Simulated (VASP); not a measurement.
# ScPb7F16 (a cell with a defect) in VASP: single point with PBE

Aim: the single point of ScPb7F16 (a cell with a defect) with PBE.

Program: VASP 6.6.1. These are calculated values, not measurements. Logs are shortened: lines on timing, memory, paths and dates and some standing lists are left out, and cuts for length are marked.

### Step 1. The crystal as given

The cell holds a defect, 24 atoms: a = 8.366 Å, b = 8.366 Å, c = 8.366 Å, α = 60.00°, β = 60.00°, γ = 60.00°.

### Step 2. Single point, PBE

Contents of INCAR:

```
PREC = Accurate
ENCUT = 520
EDIFF = 1E-7
ISMEAR = -1
SIGMA = 0.01
LREAL = Auto
LASPH = True
NELM = 60
ALGO = Fast
ISIF = 2
LWAVE = False
LCHARG = False
GGA = PE
NBANDS = 128
NELECT = 220.0
```

Contents of KPOINTS:

```
regular mesh
0
Gamma
  3 3 3
```

Contents of POSCAR:

```
ScPb7F16
1.0
    0.0000000000      5.9158968646      5.9158968646
    5.9158968646      0.0000000000      5.9158968646
    5.9158968646      5.9158968646      0.0000000000
Sc Pb F
1 7 16
Direct
    0.0000000000      0.0000000000      0.0000000000
    0.0000000000      0.0000000000      0.5000000000
    0.0000000000      0.5000000000      0.0000000000
    0.0000000000      0.5000000000      0.5000000000
    0.5000000000      0.0000000000      0.0000000000
    0.5000000000      0.0000000000      0.5000000000
    0.5000000000      0.5000000000      0.0000000000
    0.5000000000      0.5000000000      0.5000000000
    0.3725420151      0.3725420151      0.3725420151
    0.3725420151      0.3725420151      0.8823739547
    0.3725420151      0.8823739547      0.3725420151
    0.3294788955      0.8901737015      0.8901737015
    0.8823739547      0.3725420151      0.3725420151
    0.8901737015      0.3294788955      0.8901737015
    0.8901737015      0.8901737015      0.3294788955
    0.8901737015      0.8901737015      0.8901737015
    0.1098262985      0.1098262985      0.1098262985
    0.1098262985      0.1098262985      0.6705211045
    0.1098262985      0.6705211045      0.1098262985
    0.1176260453      0.6274579849      0.6274579849
    0.6705211045      0.1098262985      0.1098262985
    0.6274579849      0.1176260453      0.6274579849
    0.6274579849      0.6274579849      0.1176260453
    0.6274579849      0.6274579849      0.6274579849
```

Potentials or basis: VASP PAW PBE potentials, release 64 (Sc_sv, Pb_d, F).

Command:

```sh
$ cat potpaw_PBE.64/Sc_sv/POTCAR potpaw_PBE.64/Pb_d/POTCAR potpaw_PBE.64/F/POTCAR > POTCAR
$ mpirun -np 1 vasp_std > vasp.out
```

OUTCAR:

```text
PREC = Accurate
   ENCUT = 520
   EDIFF = 1E-7
   ISMEAR = -1
   LREAL = Auto
   LASPH = True
   NELM = 60
   ISIF = 2
   GGA = PE
   NELECT = 220.0

 ion  position               nearest neighbor table
   1  0.000  0.000  0.000-  12 2.25  14 2.25  15 2.25  18 2.25  19 2.25  21 2.25  17 2.25  16 2.25

   2  0.000  0.000  0.500-  11 2.55  13 2.55  20 2.55  22 2.55  16 2.68  17 2.68  15 2.68  18 2.68

   3  0.000  0.500  0.000-  10 2.55  23 2.55  20 2.55  13 2.55  16 2.68  17 2.68  14 2.68  19 2.68
[... 13 lines left out ...]
  11  0.373  0.882  0.373-   6 2.55   5 2.55   2 2.55   8 2.61
  12  0.329  0.890  0.890-   1 2.25   6 2.68   7 2.68   5 2.68
  13  0.882  0.373  0.373-   4 2.55   3 2.55   2 2.55   8 2.61
  14  0.890  0.329  0.890-   1 2.25   4 2.68   7 2.68   3 2.68
[... 8 lines left out ...]
  23  0.627  0.627  0.118-   7 2.55   5 2.55   3 2.55   8 2.61
  24  0.627  0.627  0.627-   4 2.55   6 2.55   7 2.55   8 2.61

  LATTYP: Found a face centered cubic cell.
 ALAT       =    11.8317937292

  Lattice vectors:

 A1 = (   0.0000000000,   5.9158968646,   5.9158968646)
 A2 = (   5.9158968646,   0.0000000000,   5.9158968646)
 A3 = (   5.9158968646,   5.9158968646,   0.0000000000)

Analysis of symmetry for initial positions (statically):
=====================================================================
 Subroutine PRICEL returns:
 Original cell was already a primitive cell.

 Routine SETGRP: Setting up the symmetry group for a
 face centered cubic supercell.

 Subroutine GETGRP returns: Found 48 space group operations
 (whereof 48 operations were pure point group operations)
 out of a pool of 48 trial point group operations.

The static configuration has the point symmetry O_h .

Analysis of symmetry for dynamics (positions and initial velocities):
=====================================================================
 Subroutine PRICEL returns:
 Original cell was already a primitive cell.

 Routine SETGRP: Setting up the symmetry group for a
 face centered cubic supercell.

 Subroutine GETGRP returns: Found 48 space group operations
 (whereof 48 operations were pure point group operations)
 out of a pool of 48 trial point group operations.

The dynamic configuration has the point symmetry O_h .

 Subroutine INISYM returns: Found 48 space group operations
 (whereof 48 operations are pure point group operations),
 and found     1 'primitive' translations

[... 121 lines left out ...]
   IBRION =     -1    ionic relax: 0-MD 1-quasi-New 2-CG
   NFREE  =      0    steps in history (QN), initial steepest desc. (CG)
   ISIF   =      2    stress and relaxation
   ISYM   =      2    0-nonsym 1-usesym 2-fastsym
   POTIM  = 0.5000    time-step for ionic-motion
   TEBEG  =    0.0;   TEEND  =   0.0 temperature during run
   PSTRESS=    0.0 pullay stress
   NELECT =     220.0000    total number of electrons
   NUPDOWN=      -1.0000    fix difference up-down
   EMIN   =  10.00;   EMAX   =-10.00  energy-range for DOS
   EFERMI =   0.00;   METHOD = LEGACY
   ISMEAR =    -1;   SIGMA  =   0.01  broadening in eV -4-tet -1-fermi 0-gaus
   EFERMI_NEDOS =   21; number of points for ismear=-14 and -15
   IALGO  =     68    algorithm
   IMIX   =      4    mixing-type and parameters
     AMIX     =   0.40;   BMIX     =  1.00
     AMIX_MAG =   1.60;   BMIX_MAG =  1.00
  volume/ion in A,a.u.               =      17.25       116.43
  Fermi-wavevector in a.u.,A,eV,Ry     =   1.325923  2.505632 23.920037  1.758073
  Thomas-Fermi vector in A             =   2.455348
   LORBIT       =      0    0 simple, 1 ext, 2 COOP (PROOUT), +10 PAW based schemes
   GGA     = PE    functional components
   LHFCALC =     F    Hartree Fock is set to
   AEXX    =    0.0000 exact exchange contribution
   IVDW    =     0    specifies the selected vdW correction
   LEPSILON=     F    determine dielectric tensor
   LRPA    =     F    only Hartree local field effects (RPA)
 non-spin polarized calculation
 RMM-DIIS sequential band-by-band and
  energy-cutoff  :      520.00
  volume of cell :      414.09
 maximum number of plane-waves:     11158
 NGX is ok and might be reduce to    64
   NGX = 31   NGY = 31   NGZ = 31

 number of electron     220.0000006 magnetization

 Free energy of the ion-electron system (eV)
  ---------------------------------------------------
  ext. energy  EPLUGINS =         0.00000000
  ---------------------------------------------------
  free energy    TOTEN  =      -125.95428251 eV

  energy without entropy =     -125.95428251  energy(sigma->0) =     -125.95428251

 E-fermi :   1.6275     XC(G=0):  -9.2937

 val. band max:        1.3839951112   @ k =   0.0000   0.0000   0.0000
 cond. band min:       5.8718375734   @ k =   0.0000   0.0000   0.0000
 fundamental gap:      4.4878424623
 Fermi energy:         1.6275009150

 k-point     1 :       0.0000    0.0000    0.0000
  band No.  band energies     occupation
      1     -46.8958      2.00000
      2     -25.4626      2.00000
      3     -25.4626      2.00000
      4     -25.4626      2.00000
      5     -19.5524      2.00000
      6     -19.3465      2.00000
[... 489 lines left out ...]
    121       7.4456      0.00000
    122       7.5528      0.00000
 [bands above 122 left out]

------------------------ aborting loop because EDIFF is reached ----------------------------------------

  FORCE on cell =-STRESS in cart. coord.  units (eV):
  Direction    XX          YY          ZZ          XY          YZ          ZX
  --------------------------------------------------------------------------------------
  -------------------------------------------------------------------------------------
  Total      -11.3034610    -11.3034610    -11.3034610      0.0000000     -0.0000000      0.0000000
  in kB      -43.7351123    -43.7351123    -43.7351123      0.0000000     -0.0000000      0.0000000
  external PRESSURE =     -43.7351123 kB  Pullay stress =       0.0000000 kB

 VOLUME and BASIS-vectors are now :
 -----------------------------------------------------------------------------
  energy-cutoff  :      520.00
  volume of cell :      414.09
      direct lattice vectors                 reciprocal lattice vectors
     0.000000000  5.915896865  5.915896865    -0.084518039  0.084518039  0.084518039
     5.915896865  0.000000000  5.915896865     0.084518039 -0.084518039  0.084518039
     5.915896865  5.915896865  0.000000000     0.084518039  0.084518039 -0.084518039

 POSITION                                       TOTAL-FORCE (eV/Angst)
 -----------------------------------------------------------------------------------
      0.00000      0.00000      0.00000        -0.000000      0.000000      0.000000
      2.95795      2.95795      0.00000        -0.000000     -0.000000      0.000000
      2.95795      0.00000      2.95795         0.000000      0.000000      0.000000
      5.91590      2.95795      2.95795         0.000000      0.000000      0.000000
      0.00000      2.95795      2.95795         0.000000      0.000000      0.000000
      2.95795      5.91590      2.95795        -0.000000      0.000000      0.000000
[... 16 lines left out ...]
      4.40784      4.40784      7.42395        -0.027911     -0.027911      0.027911
      7.42395      7.42395      7.42395         0.027911      0.027911      0.027911
 -----------------------------------------------------------------------------------
    total drift:                               -0.000000     -0.000000      0.000000

  FREE ENERGIE OF THE ION-ELECTRON SYSTEM (eV)
  ---------------------------------------------------
  free  energy   TOTEN  =      -125.9542825124 eV

  energy  without entropy=     -125.9542825124  energy(sigma->0) =     -125.95428251
```

OSZICAR:

```text
N       E                     dE             d eps       ncg     rms          rms(c)
DAV:   1     0.368369388230E+04    0.36837E+04   -0.10293E+05  1024   0.199E+03
DAV:   2     0.700970408576E+03   -0.29827E+04   -0.28751E+04  1040   0.604E+02
DAV:   3    -0.582299546869E+02   -0.75920E+03   -0.71866E+03  1232   0.314E+02
DAV:   4    -0.141029193414E+03   -0.82799E+02   -0.81336E+02  1464   0.108E+02
[... 30 lines left out ...]
RMM:  35    -0.125954281549E+03   -0.29512E-06   -0.14285E-06   905   0.203E-03    0.239E-03
RMM:  36    -0.125954282071E+03   -0.52198E-06   -0.11972E-06   878   0.220E-03    0.228E-03
RMM:  37    -0.125954282341E+03   -0.27023E-06   -0.68635E-07   851   0.191E-03    0.181E-03
RMM:  38    -0.125954282454E+03   -0.11306E-06   -0.54967E-07   841   0.162E-03    0.986E-04
RMM:  39    -0.125954282512E+03   -0.58037E-07   -0.35446E-07   815   0.172E-03
   1 F= -.12595428E+03 E0= -.12595428E+03  d E =-.149977E-11
```

stdout:

```text
POSCAR found type information on POSCAR ScPbF
 POSCAR found :  3 types and      24 ions
 scaLAPACK will be used
 LDA part: xc-table for (Slater+PW92), standard interpolation
 POSCAR, INCAR and KPOINTS ok, starting setup
 FFT: planning ... GRIDC
 FFT: planning ... GRID_SOFT
 FFT: planning ... GRID
 WAVECAR not read
 entering main loop
 the old and the new charge density differ
 old charge density:   221.00000 new  220.00000
    0.240E+01
```

Wall time 26 min (1 thread of Intel Xeon Platinum 8259CL at 2.50GHz (Skylake/Cascade Lake), shared host); peak memory 0.64 GiB.

Results:

```yaml
Free_energy: -125.9543 eV
Largest_force: 0.048 eV/Å
Band_gap_on_the_k_mesh: 4.49 eV, direct
```

Forces in eV/Å, atoms in the order of the input:
```
Sc   0.000  0.000  0.000
Pb   0.000  0.000  0.000
Pb   0.000  0.000  0.000
Pb   0.000  0.000  0.000
Pb   0.000  0.000  0.000
Pb   0.000  0.000  0.000
Pb   0.000  0.000  0.000
Pb   0.000  0.000  0.000
F   -0.028 -0.028 -0.028
F    0.028  0.028 -0.028
F    0.028 -0.028  0.028
F    0.007 -0.007 -0.007
F   -0.028  0.028  0.028
F   -0.007  0.007 -0.007
F   -0.007 -0.007  0.007
F    0.007  0.007  0.007
F   -0.007 -0.007 -0.007
F    0.007  0.007 -0.007
F    0.007 -0.007  0.007
F    0.028 -0.028 -0.028
F   -0.007  0.007  0.007
F   -0.028  0.028 -0.028
F   -0.028 -0.028  0.028
F    0.028  0.028  0.028
```

Caveat: the cell carries a net charge on a neutralising background, which shifts energy and pressure; the cell is charged against a uniform background, so pressure and absolute levels hang on convention; spin-orbit coupling is left out, which as a rule narrows the gap of such compounds by several tenths of an eV. PBE gaps usually lie below the measured ones, often by a third to a half.
